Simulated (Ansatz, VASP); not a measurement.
**Be2B3 in VASP and in Ansatz**

INCAR

```
ALGO = Fast
EDIFF = 1E-6
EDIFFG = -0.04
ENCUT = 600
GGA = PE
IBRION = 2
ISIF = 3
ISMEAR = 0
LASPH = True
LCHARG = False
LREAL = False
LWAVE = False
NELM = 80
NSW = 90
PREC = Accurate
SIGMA = 0.1
```

File KPOINTS:

```
k-points
0
Gamma
  6 6 4
```

File POSCAR:

```
Be2B3
1.0
    3.2183997200      0.0000000000      0.0000000000
   -1.6091998600      2.7872159200      0.0000000000
    0.0000000000      0.0000000000      3.9520782400
Be B
2 3
Direct
    0.6666666700      0.3333333300      0.5000000000
    0.3333333300      0.6666666700      0.0000000000
    0.0000000000      0.0000000000      0.7454000100
    0.0000000000      0.0000000000      0.2545999900
    0.6666666700      0.3333333300      0.0000000000
```

Input for Ansatz:

```yaml
crystal:
  lattice:
    - [3.21839972, 0.0, 0.0]
    - [-1.60919986, 2.78721592, 0.0]
    - [0.0, 0.0, 3.95207824]
  atoms:
    - { symbol: Be, position: [0.66666667, 0.33333333, 0.5] }
    - { symbol: Be, position: [0.33333333, 0.66666667, 0.0] }
    - { symbol: B, position: [0.0, 0.0, 0.74540001] }
    - { symbol: B, position: [0.0, 0.0, 0.25459999] }
    - { symbol: B, position: [0.66666667, 0.33333333, 0.0] }
basis:
  ecutwfc: 420
kpoints:
  mp_grid: { grid: [6, 6, 4] }
hamiltonian:
  xc: pbe
scf:
  occupations: { method: gaussian, width: 0.1 }
  lower_state_search: "off"
output:
  forces: true
  stress: true
  eigenvalues: true
relax:
  adjacent_minimum: "off"
  f_tol: 0.04
  max_steps: 70
  cell: { stress_tol: 0.4 }
```

Change from the starting cell: species swapped into the Fe3Ge2 type (P-6m2, No. 187).

Alike in both runs: task relaxation of cell and atoms; functional PBE; k mesh 6 × 6 × 4; occupations gaussian, width 0.1 eV; no spin polarisation.

|  | VASP | Ansatz |
| --- | --- | --- |
| version | VASP 6.6.1 | Ansatz 0.2.0 |
| potentials or method | VASP PAW PBE potentials, release 64 (Be, B) | scalar-relativistic, plane waves, PAW |
| plane-wave cutoff (eV) | 600 | 420 |
| valence electrons in the cell | 13 | 13 |

Ansatz gave:

```
gap on the k mesh at the Fermi level, each at its own relaxed structure (eV) : none
relaxed volume (Å³/atom)                                                     : 7.08
relaxed cell length with the largest relative difference (Å)                 : 3.735
energy change over the relaxation (meV/atom)                                 : -43
```

Which values does VASP return?

gap on the k mesh at the Fermi level, each at its own relaxed structure (eV): none; relaxed volume (Å³/atom): 7.08; relaxed cell length with the largest relative difference (Å): 3.736; energy change over the relaxation (meV/atom): -43.

A gap of «none» marks a metal or a gap that the smearing closes.

Caveats: the k mesh is coarse (spacing up to 0.40 Å⁻¹), so the values aren't converged.
